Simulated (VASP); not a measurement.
# OCSeSbH in VASP: notebook

Aim: see how the results for OCSeSbH move with the level of theory and the settings. Levels: PBE, PBE+TS. Tasks: single point, relaxation of the atoms, atomic charges.

All numbers are computed with VASP 6.6.1; they aren't measurements. Logs are shortened: lines on timing, memory, paths and dates and some standing lists are left out, and cuts for length are marked.

### 1 The molecule as given

The cell holds a molecule in a box, 5 atoms: a = 12.000 Å, b = 13.000 Å, c = 11.000 Å, α = 90.00°, β = 90.00°, γ = 90.00°.

### 2 Single point, PBE (atoms moved at random, drawn with an rms of 0.05 Å)

Contents of INCAR:

```
SYSTEM = SbHCSeO
  ALGO = Normal
  EDIFF = 1E-6
  ENCUT = 520
  GGA = PE
  ISIF = 2
  ISMEAR = 0
  LASPH = .TRUE.
  LCHARG = .TRUE.
  LELF = .TRUE.
  LREAL = .FALSE.
  LVACPOTAV = .TRUE.
  LVHAR = .TRUE.
  LWAVE = .FALSE.
  NELM = 100
  PREC = Accurate
  SIGMA = 0.01
```

Contents of KPOINTS:

```
k-points
0
G
  1 1 1
  0 0 0
```

Contents of POSCAR:

```
SbHCSeO
1.0
   12.0000000000      0.0000000000      0.0000000000
    0.0000000000     13.0000000000      0.0000000000
    0.0000000000      0.0000000000     11.0000000000
O C Se Sb H
1 1 1 1 1
Direct
    0.6084600000      0.3819800000      0.5869420000
    0.5404760000      0.4484630000      0.5607850000
    0.3964250000      0.4550340000      0.4946810000
    0.5210580000      0.6153480000      0.5575040000
    0.5823680000      0.6181560000      0.4166640000
```

Potentials or basis: VASP PAW PBE potentials, release 64 (O, C, Se, Sb, H).

Started as:

```console
cat potpaw_PBE.64/O/POTCAR potpaw_PBE.64/C/POTCAR potpaw_PBE.64/Se/POTCAR potpaw_PBE.64/Sb/POTCAR potpaw_PBE.64/H/POTCAR > POTCAR
mpirun -np 1 vasp_gam > vasp.out
```

OUTCAR:

```text
SYSTEM = SbHCSeO
   EDIFF = 1E-6
   ENCUT = 520
   GGA = PE
   ISIF = 2
   ISMEAR = 0
   LASPH = .TRUE.
   LREAL = .FALSE.
   NELM = 100
   PREC = Accurate

 ion  position               nearest neighbor table
   1  0.608  0.382  0.587-   2 1.22
   2  0.540  0.448  0.561-   1 1.22   3 1.88   4 2.18
   3  0.396  0.455  0.495-   2 1.88   4 2.66
   4  0.521  0.615  0.558-   5 1.72   2 2.18   3 2.66
   5  0.582  0.618  0.417-   4 1.72

  LATTYP: Found a simple orthorhombic cell.
 ALAT       =    11.0000000000
 B/A-ratio  =     1.0909090909
 C/A-ratio  =     1.1818181818

  Lattice vectors:

 A1 = (   0.0000000000,   0.0000000000,  11.0000000000)
 A2 = (  12.0000000000,   0.0000000000,   0.0000000000)
 A3 = (   0.0000000000,  13.0000000000,   0.0000000000)

Analysis of symmetry for initial positions (statically):
=====================================================================
 Subroutine PRICEL returns:
 Original cell was already a primitive cell.

 Routine SETGRP: Setting up the symmetry group for a
 simple orthorhombic supercell.

 Subroutine GETGRP returns: Found  1 space group operations
 (whereof  1 operations were pure point group operations)
 out of a pool of  8 trial point group operations.

The static configuration has the point symmetry C_1 .

Analysis of symmetry for dynamics (positions and initial velocities):
=====================================================================
 Subroutine PRICEL returns:
 Original cell was already a primitive cell.

 Routine SETGRP: Setting up the symmetry group for a
 simple orthorhombic supercell.

 Subroutine GETGRP returns: Found  1 space group operations
 (whereof  1 operations were pure point group operations)
 out of a pool of  8 trial point group operations.

The dynamic configuration has the point symmetry C_1 .

 Subroutine INISYM returns: Found  1 space group operations
 (whereof  1 operations are pure point group operations),
 and found     1 'primitive' translations

----------------------------------------------------------------------------------------

                                     Primitive cell

  volume of cell :    1716.0000

  direct lattice vectors                    reciprocal lattice vectors
    12.000000000  0.000000000  0.000000000     0.083333333  0.000000000  0.000000000
     0.000000000 13.000000000  0.000000000     0.000000000  0.076923077  0.000000000
     0.000000000  0.000000000 11.000000000     0.000000000  0.000000000  0.090909091

  length of vectors
    12.000000000 13.000000000 11.000000000     0.083333333  0.076923077  0.090909091

  position of ions in fractional coordinates (direct lattice)
     0.608460000  0.381980000  0.586942000
     0.540476000  0.448463000  0.560785000
     0.396425000  0.455034000  0.494681000
     0.521058000  0.615348000  0.557504000
     0.582368000  0.618156000  0.416664000

  ion indices of the primitive-cell ions
   primitive index   ion index
                 1           1
                 2           2
                 3           3
                 4           4
                 5           5

----------------------------------------------------------------------------------------

 KPOINTS: k-points

Automatic generation of k-mesh.
 Grid dimensions read from file:
 generate k-points for:    1    1    1

 Generating k-lattice:

  Cartesian coordinates                     Fractional coordinates (reciprocal lattice)
     0.083333333  0.000000000  0.000000000     1.000000000  0.000000000  0.000000000
     0.000000000  0.076923077  0.000000000     0.000000000  1.000000000  0.000000000
     0.000000000  0.000000000  0.090909091     0.000000000  0.000000000  1.000000000

  Length of vectors
     0.083333333  0.076923077  0.090909091

  Shift w.r.t. Gamma in fractional coordinates (k-lattice)
     0.000000000  0.000000000  0.000000000

 Subroutine IBZKPT returns following result:
 ===========================================

 Found      1 irreducible k-points:

 Following reciprocal coordinates:
            Coordinates               Weight
  0.000000  0.000000  0.000000      1.000000
   k-points           NKPTS =      1   k-points in BZ     NKDIM =      1   number of bands    NBANDS=     15
   number of dos      NEDOS =    301   number of ions     NIONS =      5
   total plane-waves  NPLWV = 740880
   dimension x,y,z NGX =    90 NGY =   98 NGZ =   84
   dimension x,y,z NGXF=   180 NGYF=  196 NGZF=  168
   ions per type =               1   1   1   1   1
   NGX,Y,Z   is equivalent  to a cutoff of  12.47, 12.53, 12.70 a.u.
   NGXF,Y,Z  is equivalent  to a cutoff of  24.94, 25.06, 25.39 a.u.
 SYSTEM =  SbHCSeO
   PREC   = accura    normal or accurate (medium, high low for compatibility)
   ISTART =      0    job   : 0-new  1-cont  2-samecut
   ICHARG =      2    charge: 1-file 2-atom 10-const
   ISPIN  =      1    spin polarized calculation?
   LNONCOLLINEAR =      F non collinear calculations
   LSORBIT =      F    spin-orbit coupling
   LASPH  =      T    aspherical Exc in radial PAW
   ENCUT  =  520.0 eV  38.22 Ry    6.18 a.u.  22.31 24.17 20.45*2*pi/ulx,y,z
   NELM   =    100;   NELMIN=  2; NELMDL= -5     # of ELM steps
   EDIFF  = 0.1E-05   stopping-criterion for ELM
   LREAL  =      F    real-space projection
   EDIFFG = 0.1E-04   stopping-criterion for IOM
   NSW    =      0    number of steps for IOM
   IBRION =     -1    ionic relax: 0-MD 1-quasi-New 2-CG
   NFREE  =      0    steps in history (QN), initial steepest desc. (CG)
   ISIF   =      2    stress and relaxation
   ISYM   =      2    0-nonsym 1-usesym 2-fastsym
   POTIM  = 0.5000    time-step for ionic-motion
   TEBEG  =    0.0;   TEEND  =   0.0 temperature during run
   PSTRESS=    0.0 pullay stress
   NELECT =      22.0000    total number of electrons
   NUPDOWN=      -1.0000    fix difference up-down
   EMIN   =  10.00;   EMAX   =-10.00  energy-range for DOS
   EFERMI =   0.00;   METHOD = LEGACY
   ISMEAR =     0;   SIGMA  =   0.01  broadening in eV -4-tet -1-fermi 0-gaus
   EFERMI_NEDOS =   21; number of points for ismear=-14 and -15
   IALGO  =     38    algorithm
   IMIX   =      4    mixing-type and parameters
     AMIX     =   0.40;   BMIX     =  1.00
     AMIX_MAG =   1.60;   BMIX_MAG =  1.00
  volume/ion in A,a.u.               =     343.20      2316.03
  Fermi-wavevector in a.u.,A,eV,Ry     =   0.383157  0.724062  1.997460  0.146809
  Thomas-Fermi vector in A             =   1.319904
   LORBIT       =      0    0 simple, 1 ext, 2 COOP (PROOUT), +10 PAW based schemes
   GGA     = PE    functional components
   LHFCALC =     F    Hartree Fock is set to
   AEXX    =    0.0000 exact exchange contribution
   IVDW    =     0    specifies the selected vdW correction
   LEPSILON=     F    determine dielectric tensor
   LRPA    =     F    only Hartree local field effects (RPA)
 non-spin polarized calculation
 Gauss-broadening in eV      SIGMA  =   0.01
  energy-cutoff  :      520.00
  volume of cell :     1716.00
 maximum number of plane-waves:     23131
 NGX is ok and might be reduce to    90
   NGX = 45   NGY = 49   NGZ = 41

 number of electron      22.0000000 magnetization

 Free energy of the ion-electron system (eV)
  ---------------------------------------------------
  ext. energy  EPLUGINS =         0.00000000
  ---------------------------------------------------
  free energy    TOTEN  =       -24.68709425 eV

  energy without entropy =      -24.68709425  energy(sigma->0) =      -24.68709425

 E-fermi :  -5.1502     XC(G=0):  -0.9776

 val. band max:       -5.2519444493   @ k =   0.0000   0.0000   0.0000
 cond. band min:      -2.9504979515   @ k =   0.0000   0.0000   0.0000
 fundamental gap:      2.3014464978
 Fermi energy:        -5.1501693761

 k-point     1 :       0.0000    0.0000    0.0000
  band No.  band energies     occupation
      1     -26.1506      2.00000
      2     -18.9887      2.00000
      3     -14.2530      2.00000
      4     -12.3357      2.00000
      5     -10.2942      2.00000
      6      -9.9193      2.00000
      7      -9.6220      2.00000
      8      -7.7053      2.00000
      9      -7.0076      2.00000
     10      -5.9521      2.00000
     11      -5.2519      2.00000
     12      -2.9505      0.00000
     13      -2.0464      0.00000
     14      -1.5143      0.00000
     15      -0.7648      0.00000

------------------------ aborting loop because EDIFF is reached ----------------------------------------

  FORCE on cell =-STRESS in cart. coord.  units (eV):
  Direction    XX          YY          ZZ          XY          YZ          ZX
  --------------------------------------------------------------------------------------
  -------------------------------------------------------------------------------------
  Total        0.1834148      0.2809584      0.4387694      0.6870431      0.0913774     -0.2155722
  in kB        0.1712489      0.2623224      0.4096658      0.6414714      0.0853163     -0.2012733
  external PRESSURE =       0.2810790 kB  Pullay stress =       0.0000000 kB

 VOLUME and BASIS-vectors are now :
 -----------------------------------------------------------------------------
  energy-cutoff  :      520.00
  volume of cell :     1716.00
      direct lattice vectors                 reciprocal lattice vectors
    12.000000000  0.000000000  0.000000000     0.083333333  0.000000000  0.000000000
     0.000000000 13.000000000  0.000000000     0.000000000  0.076923077  0.000000000
     0.000000000  0.000000000 11.000000000     0.000000000  0.000000000  0.090909091

 POSITION                                       TOTAL-FORCE (eV/Angst)
 -----------------------------------------------------------------------------------
      7.30152      4.96574      6.45636        -1.120886      1.033371     -0.332899
      6.48571      5.83002      6.16864         1.795528     -1.658129      0.561498
      4.75710      5.91544      5.44149        -0.563678      0.054421     -0.149342
      6.25270      7.99952      6.13254        -0.308442      0.475107      0.219695
      6.98842      8.03603      4.58330         0.197478      0.095231     -0.298953
 -----------------------------------------------------------------------------------
    total drift:                                0.000014     -0.000443      0.000210

  FREE ENERGIE OF THE ION-ELECTRON SYSTEM (eV)
  ---------------------------------------------------
  free  energy   TOTEN  =       -24.6870942539 eV

  energy  without entropy=      -24.6870942539  energy(sigma->0) =      -24.68709425
```

It took 87 s on 1 thread of AMD EPYC 9R45 (Zen 5), shared host; peak memory 1.3 GiB.

What came out:

```yaml
Free_energy: -24.6871 eV
Largest_force: 2.508 eV/Å
Gap_between_the_frontier_levels: 2.30 eV
```

Forces on the atoms (eV/Å):
```
O   -1.121  1.033 -0.333
C    1.796 -1.658  0.561
Se  -0.564  0.054 -0.149
Sb  -0.308  0.475  0.220
H    0.197  0.095 -0.299
```

Levels at points of the mesh, in eV from the valence-band top:
```
           k point  band 7  band 8  band 9  band 10  band 11  band 12  band 13  band 14  band 15
(0.00, 0.00, 0.00)   -4.37   -2.45   -1.76    -0.70     0.00     2.30     3.21     3.74     4.49
```

Caveat: the standard files for N, O and F lose accuracy on very short bonds; spin-orbit coupling is left out, which moves the levels of the heavy elements.

### 3 Relaxation of the atoms, PBE (atoms moved at random, drawn with an rms of 0.02 Å)

Contents of INCAR:

```
PREC     = Accurate       # precision mode
ENCUT    = 520            # plane-wave cutoff, eV
EDIFF    = 1E-6           # SCF threshold, eV
ISMEAR   = 0              # smearing method
SIGMA    = 0.01           # smearing width, eV
LREAL    = False          # projectors in reciprocal space
LASPH    = True           # aspherical terms in the spheres
NELM     = 60             # most SCF steps
ALGO     = Fast           # electronic algorithm
ISIF     = 2              # what is computed and relaxed
LWAVE    = False          # write WAVECAR
LCHARG   = False          # write CHGCAR
GGA      = PE             # functional
IBRION   = 2              # ionic algorithm
NSW      = 40             # ionic steps
EDIFFG   = -0.01          # ionic threshold
```

Contents of KPOINTS:

```
Automatic mesh
0
Gamma
  1 1 1
```

Contents of POSCAR:

```
SbHCSeO
1.0
   12.0000000000      0.0000000000      0.0000000000
    0.0000000000     13.0000000000      0.0000000000
    0.0000000000      0.0000000000     11.0000000000
O C Se Sb H
1 1 1 1 1
Direct
    0.6064810000      0.3810550000      0.5901200000
    0.5421050000      0.4462260000      0.5620320000
    0.3959480000      0.4565530000      0.4969510000
    0.5209990000      0.6140680000      0.5555750000
    0.5843710000      0.6211710000      0.4151330000
```

Potentials or basis: VASP PAW PBE potentials, release 64 (O, C, Se, Sb, H).

Started as:

```console
cat potpaw_PBE.64/O/POTCAR potpaw_PBE.64/C/POTCAR potpaw_PBE.64/Se/POTCAR potpaw_PBE.64/Sb/POTCAR potpaw_PBE.64/H/POTCAR > POTCAR
mpirun -np 1 vasp_gam > vasp.out
```

Run time: 10 min. Hardware: 1 thread of AMD EPYC 9R45 (Zen 5), shared host; peak memory 1.5 GiB.

Results (log left out):

- Free energy: -24.7510 eV
- Energy gained by relaxing: 5.5 meV/atom
- Ionic steps: 23
- Largest force after relaxing: 0.009 eV/Å
- Gap between the frontier levels: 2.39 eV

Forces on the atoms (eV/Å):
```
O   -0.002 -0.005  0.005
C    0.004  0.007 -0.003
Se  -0.001 -0.001 -0.003
Sb   0.002 -0.001  0.005
H   -0.003  0.000 -0.003
```

Step by step:
| step | energy change (eV) | largest force (eV/Å) | pressure (GPa) |
| --- | --- | --- | --- |
| 1 | 0.0000 | 1.0133 | 0.12 |
| 2 | 0.0900 | 3.7297 | -0.16 |
| 3 | -0.0125 | 0.8613 | 0.04 |
| 4 | -0.0134 | 0.7892 | -0.04 |
| 5 | -0.0258 | 0.0905 | 0.00 |
| 6 | -0.0265 | 0.0635 | 0.00 |
| 7 | -0.0273 | 0.0489 | 0.00 |
| 8 | -0.0267 | 0.3325 | -0.02 |
| 9 | -0.0273 | 0.0373 | 0.00 |
| 10 | -0.0274 | 0.0235 | -0.01 |
| 11 | -0.0275 | 0.0267 | -0.01 |
| 12 | -0.0275 | 0.0369 | -0.01 |
| 13 | -0.0275 | 0.0941 | 0.00 |
| 14 | -0.0275 | 0.0740 | 0.00 |
| 15 | -0.0276 | 0.0442 | 0.00 |
| 16 | -0.0276 | 0.0274 | 0.00 |
| 17 | -0.0276 | 0.0312 | 0.00 |
| 18 | -0.0276 | 0.0228 | 0.00 |
| 19 | -0.0276 | 0.0209 | 0.00 |
| 20 | -0.0276 | 0.0156 | 0.00 |
| 21 | -0.0277 | 0.0259 | 0.00 |
| 22 | -0.0277 | 0.0102 | 0.00 |
| 23 | -0.0277 | 0.0086 | 0.00 |

Final structure:
```
O C Se Sb H
1.0
    12.00000    0.00000    0.00000
     0.00000   13.00000    0.00000
     0.00000    0.00000   11.00000
O C Se Sb H
1 1 1 1 1
Direct
  0.60663 0.37883 0.59036
  0.54311 0.44581 0.56272
  0.39457 0.45551 0.49715
  0.52018 0.61631 0.55552
  0.58542 0.62260 0.41406
```

Levels at points of the mesh, in eV from the valence-band top:
| k point | band 9 | band 10 | band 11 | band 12 | band 13 | band 14 |
| --- | --- | --- | --- | --- | --- | --- |
| (0.00, 0.00, 0.00) | -1.69 | -0.62 | 0.00 | 2.39 | 3.26 | 3.56 |

Caveat: the standard files for N, O and F lose accuracy on very short bonds; spin-orbit coupling is left out, which moves the levels of the heavy elements.

### 4 Atomic charges, PBE+TS

Contents of INCAR:

```
PREC     = Accurate       # precision mode
ENCUT    = 520            # plane-wave cutoff, eV
EDIFF    = 1E-6           # SCF threshold, eV
ISMEAR   = 0              # smearing method
SIGMA    = 0.01           # smearing width, eV
LREAL    = False          # projectors in reciprocal space
LASPH    = True           # aspherical terms in the spheres
NELM     = 80             # most SCF steps
ALGO     = Normal         # electronic algorithm
ISIF     = 2              # what is computed and relaxed
LWAVE    = False          # write WAVECAR
LCHARG   = True           # write CHGCAR
GGA      = PE             # functional
IVDW     = 2              # dispersion correction
LORBIT   = 11             # projections on sites
LELF     = True           # ELF
LVHAR    = True         
LVACPOTAV= True
```

KPOINTS is that of step 3.

Contents of POSCAR:

```
SbHCSeO
1.0
   12.0000000000      0.0000000000      0.0000000000
    0.0000000000     13.0000000000      0.0000000000
    0.0000000000      0.0000000000     11.0000000000
O C Se Sb H
1 1 1 1 1
Direct
    0.6059458300      0.3811346200      0.5900727300
    0.5435125000      0.4469115400      0.5628545500
    0.3962208300      0.4568500000      0.4977090900
    0.5202791700      0.6148961500      0.5557545500
    0.5836791700      0.6220961500      0.4161090900
```

Started as:

```console
cat potpaw_PBE.64/O/POTCAR potpaw_PBE.64/C/POTCAR potpaw_PBE.64/Se/POTCAR potpaw_PBE.64/Sb/POTCAR potpaw_PBE.64/H/POTCAR > POTCAR
mpirun -np 1 vasp_gam > vasp.out
```

Wall time 99 s (1 thread of AMD EPYC 9R45 (Zen 5), shared host); peak memory 1.3 GiB.

Results (log left out):

| Property | Result |
| --- | --- |
| Free energy | -24.7274 eV |
| Largest force | 2.028 eV/Å |
| Gap between the frontier levels | 2.48 eV |
| Valence electrons inside the program's atomic spheres | O 5.15; C 2.52; Se 3.84; Sb 2.44; H 0.54 |
| Hirshfeld charges | O -0.18; C +0.03; Se -0.02; Sb +0.24; H -0.07 e |
| Dispersion energy per atom | -0.003 eV |

Forces on the atoms (eV/Å):
```
O    1.284 -1.481  0.518
C   -0.900  1.097 -0.380
Se  -0.517 -0.226 -0.197
Sb  -0.047  0.582  0.392
H    0.180  0.029 -0.333
```

Levels at points of the mesh, in eV from the valence-band top:
| k point | band 9 | band 10 | band 11 | band 12 | band 13 | band 14 |
| --- | --- | --- | --- | --- | --- | --- |
| (0.00, 0.00, 0.00) | -1.75 | -0.64 | 0.00 | 2.48 | 3.31 | 3.66 |

Caveat: the standard files for N, O and F lose accuracy on very short bonds; spin-orbit coupling is left out, which moves the levels of the heavy elements.

### 5 For comparison

An earlier run on the cell as given: functional PBE; potentials or basis VASP PAW PBE potentials, release 64 (O, C, Se, Sb, H); cutoff 520 eV; k mesh 1 × 1 × 1; occupations gaussian, width 0.01 eV; no spin polarisation.

- Largest force: 2.014 eV/Å
- Gap between the frontier levels: 2.48 eV

### 6 Summary

| task | level | cell | gap on the mesh (eV) | largest force (eV/Å) |
| --- | --- | --- | --- | --- |
| single point | PBE | atoms moved at random, drawn with an rms of 0.05 Å | 2.30 | 2.51 |
| relaxation of the atoms | PBE | atoms relaxed from: atoms moved at random, drawn with an rms of 0.02 Å | 2.39 | 0.01 |
| atomic charges | PBE+TS | as given | 2.48 | 2.03 |
| single point | PBE | as given | 2.48 | 2.01 |

Alike in all rows: potentials or basis VASP PAW PBE potentials, release 64 (O, C, Se, Sb, H); no spin polarisation; k mesh 1 × 1 × 1; cutoff (eV) 520; smearing gaussian 0.01 eV.

Caveats: the standard files for N, O and F lose accuracy on very short bonds; spin-orbit coupling is left out, which moves the levels of the heavy elements.

Absolute energies hang on the potentials; compare differences alone.
